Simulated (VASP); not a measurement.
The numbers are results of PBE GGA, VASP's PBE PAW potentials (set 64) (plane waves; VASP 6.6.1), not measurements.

A VASP calculation is set up with these files.

### INCAR
```
SYSTEM=HfO2
PREC=Accurate; ENCUT=520; LREAL=F
LASPH=T
EDIFF=1E-6; NELM=100; ALGO=Normal
LMAXMIX=6
ISMEAR=0; SIGMA=0.05
GGA=PE
IBRION=2; NSW=60; ISIF=3
EDIFFG=-0.02
LWAVE=F; LCHARG=F
```

**POSCAR**
```
HfO2
1.0
  0.0000000000   2.5362095691   2.5362095691
  2.5362095691   0.0000000000   2.5362095691
  2.5362095691   2.5362095691   0.0000000000
Hf O
1 2
Direct
  0.0000000000   0.0000000000   0.0000000000
  0.2500000000   0.2500000000   0.2500000000
  0.7500000000   0.7500000000   0.7500000000
```

File KPOINTS:
```
Automatic mesh
0
Gamma
7 7 7
0 0 0
```

POTCAR, in this order: Hf_pv O (PBE.64 set). Program: vasp_std.

What VASP printed:

OSZICAR:
```
       N       E                     dE             d eps       ncg     rms          rms(c)
DAV:   1     0.101092706743E+03    0.10109E+03   -0.13070E+04   600   0.145E+03
DAV:   2    -0.322207897922E+02   -0.13331E+03   -0.13092E+03   768   0.324E+02
DAV:   3    -0.360070390797E+02   -0.37862E+01   -0.37832E+01   761   0.537E+01
DAV:   4    -0.360279625719E+02   -0.20923E-01   -0.20921E-01   740   0.438E+00
DAV:   5    -0.360281371033E+02   -0.17453E-03   -0.17453E-03   782   0.361E-01    0.481E+01
DAV:   6    -0.303821529823E+02    0.56460E+01   -0.30229E+01   677   0.388E+01    0.431E+01
DAV:   7    -0.302842582095E+02    0.97895E-01   -0.74768E-01   733   0.807E+00    0.290E+01
DAV:   8    -0.302593267555E+02    0.24931E-01   -0.23161E-01   761   0.506E+00    0.590E+00
DAV:   9    -0.302481829706E+02    0.11144E-01   -0.43346E-02   719   0.189E+00    0.167E+00
DAV:  10    -0.302482634909E+02   -0.80520E-04   -0.45021E-03   779   0.531E-01    0.308E-01
DAV:  11    -0.302482342743E+02    0.29217E-04   -0.28799E-04   712   0.144E-01    0.217E-01
DAV:  12    -0.302482455006E+02   -0.11226E-04   -0.52251E-05   783   0.548E-02    0.541E-02
DAV:  13    -0.302482463528E+02   -0.85216E-06   -0.23381E-06   690   0.121E-02
   1 F= -.30248246E+02 E0= -.30248246E+02  d E =-.302482E+02
```

**OUTCAR**
```
------------------------ aborting loop because EDIFF is reached ----------------------------------------
  FORCE on cell =-STRESS in cart. coord.  units (eV):
  Direction    XX          YY          ZZ          XY          YZ          ZX
  --------------------------------------------------------------------------------------
  Total        0.0005322      0.0005322      0.0005322     -0.0000000      0.0000000     -0.0000000
  in kB        0.0261331      0.0261331      0.0261331     -0.0000000      0.0000000     -0.0000000
  external PRESSURE =       0.0261331 kB  Pullay stress =       0.0000000 kB
  volume of cell :       32.63
      direct lattice vectors                 reciprocal lattice vectors
     0.000000000  2.536209569  2.536209569    -0.197144592  0.197144592  0.197144592
     2.536209569  0.000000000  2.536209569     0.197144592 -0.197144592  0.197144592
     2.536209569  2.536209569  0.000000000     0.197144592  0.197144592 -0.197144592
 POSITION                                       TOTAL-FORCE (eV/Angst)
 -----------------------------------------------------------------------------------
      0.00000      0.00000      0.00000        -0.000000      0.000000      0.000000
      1.26810      1.26810      1.26810         0.000000     -0.000000      0.000000
      3.80431      3.80431      3.80431        -0.000000      0.000000     -0.000000
 -----------------------------------------------------------------------------------
    total drift:                                0.000000      0.000000      0.000000
  FREE ENERGIE OF THE ION-ELECTRON SYSTEM (eV)
  ---------------------------------------------------
  free  energy   TOTEN  =       -30.2482463528 eV

  energy  without entropy=      -30.2482463528  energy(sigma->0) =      -30.24824635

 reached required accuracy - stopping structural energy minimisation
```
(Selected blocks of OUTCAR.)

The compound is HfO2 in the fluorite structure, the high-temperature cubic form, which is unstable at 0 K; the monoclinic form is the stable one. It was relaxed first. The start is the result of an earlier pass.
